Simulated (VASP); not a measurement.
VASP ran on this input.

### POSCAR
```
ZrSe2
1
    1.9198313196    -3.3252456267     0.0000000000
    1.9198313196     3.3252456267    -0.0000000000
   -0.0000000000     0.0000000000     8.7742910195
Zr Se
1 2
Direct
  0.0000000000   0.0000000000   0.0000000000
  0.3333330000   0.6666670000   0.1796378144
  0.6666670000   0.3333330000   0.8203621856
```

### KPOINTS
```
Automatic mesh
0
Gamma
6 6 3
0 0 0
```

**INCAR**
```
# general
SYSTEM =ZrSe2
PREC   =Accurate
ENCUT  =520
LREAL  =F
LASPH  =T

# electronic loop
EDIFF  =1E-6
NELM   =100
ALGO   =Normal
LMAXMIX=4

# smearing
ISMEAR =0
SIGMA  =0.05

# functional
GGA    =RE

# ions
IBRION =2
NSW    =60
ISIF   =3
EDIFFG =-0.02

# output
LWAVE  =F
LCHARG =F
```

POTCAR, in this order: Zr_sv Se (PBE.64 set). Program: vasp_std.

Q: Write an equivalent input for Quantum ESPRESSO's pw.x.

A: One equivalent input (not run):
```
&CONTROL
  calculation = 'vc-relax'
  pseudo_dir = './pseudo'
  outdir = './out'
  tprnfor = .true.
  tstress = .true.
  nstep = 60
  forc_conv_thr = 0.00078
/
&SYSTEM
  ibrav = 0
  nat = 3
  ntyp = 2
  ecutwfc = 86
  occupations = 'smearing'
  smearing = 'gaussian'
  degauss = 0.003675
  input_dft = 'revpbe'
/
&ELECTRONS
  conv_thr = 7.3e-08
  electron_maxstep = 100
/
&IONS
/
&CELL
/
ATOMIC_SPECIES
  Zr 91.224 Zr.upf
  Se 78.971 Se.upf
CELL_PARAMETERS angstrom
     1.9198313   -3.3252456    0.0000000
     1.9198313    3.3252456   -0.0000000
    -0.0000000    0.0000000    8.7742910
ATOMIC_POSITIONS crystal
  Zr   0.0000000  0.0000000  0.0000000
  Se   0.3333330  0.6666670  0.1796378
  Se   0.6666670  0.3333330  0.8203622
K_POINTS automatic
  6 6 3 0 0 0
```
The two are equivalent in intent, not identical: the potentials are each code's own (VASP's PAW set, PseudoDojo norm-conserving files in pw.x), so ENCUT and ecutwfc are chosen apart and not converted; conv_thr bounds pw.x's estimated SCF error, while EDIFF bounds the energy change between steps; forc_conv_thr acts on force components and is met together with etot_conv_thr.

The compound is ZrSe2 in the 1T layered structure. It was relaxed first, which changed the volume by +48 %. The start is the result of an earlier pass.
